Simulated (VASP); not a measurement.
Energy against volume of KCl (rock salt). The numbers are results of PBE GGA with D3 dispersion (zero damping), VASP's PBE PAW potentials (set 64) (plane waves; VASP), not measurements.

```json
[
 {"V (Å³/atom)": "30.572", "E (eV/atom)": "-3.58325"},
 {"V (Å³/atom)": "31.548", "E (eV/atom)": "-3.58842"},
 {"V (Å³/atom)": "32.524", "E (eV/atom)": "-3.59023"},
 {"V (Å³/atom)": "33.499", "E (eV/atom)": "-3.58915"},
 {"V (Å³/atom)": "34.475", "E (eV/atom)": "-3.58561"}
]
```

### Question
Fit a third-order Birch-Murnaghan equation of state.

### Answer

| Property | Value |
|---|---|
| volume per atom | 32.62 Å³/atom |
| bulk modulus | 15.6 GPa |
| pressure derivative of the bulk modulus | 4.20 |
| lattice constant a | 6.391 Å |

The compound is KCl in the rock salt structure. It was relaxed first.
